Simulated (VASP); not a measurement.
**HgO (relaxed from the zinc blende structure, space group F-43m): computed properties**

Computed with PBEsol GGA, VASP's PBE PAW potentials (set 64) (plane waves; VASP).

```
Property                                                                                                   Value
----------------------------------  ----------------------------------------------------------------------------
space group                                                                                          F-43m (216)
cell                                a = 5.2147 Å, b = 5.2147 Å, c = 5.2147 Å, α = 90.00°, β = 90.00°, γ = 90.00°
volume per atom                                                                                    17.73 Å³/atom
band gap (over mesh and band path)                                      none (metal, semimetal or under 0.01 eV)
density                                                                                              10.14 g/cm³
```

```xyz
2
Lattice="0.0000 2.6074 2.6074 2.6074 0.0000 2.6074 2.6074 2.6074 0.0000" Properties=species:S:1:pos:R:3 pbc="T T T"
Hg     0.0000     0.0000     0.0000
O      1.3037     1.3037     1.3037
```

Unless said otherwise, spin-orbit coupling is left out, though it shifts the bands of the heavy elements here.

The structure was generated: HgO was put into the zinc blende type (F-43m), which need not be its known phase. It was relaxed first, which changed the volume by +48 %. Symmetry was kept, so distortions that lower it aren't found.
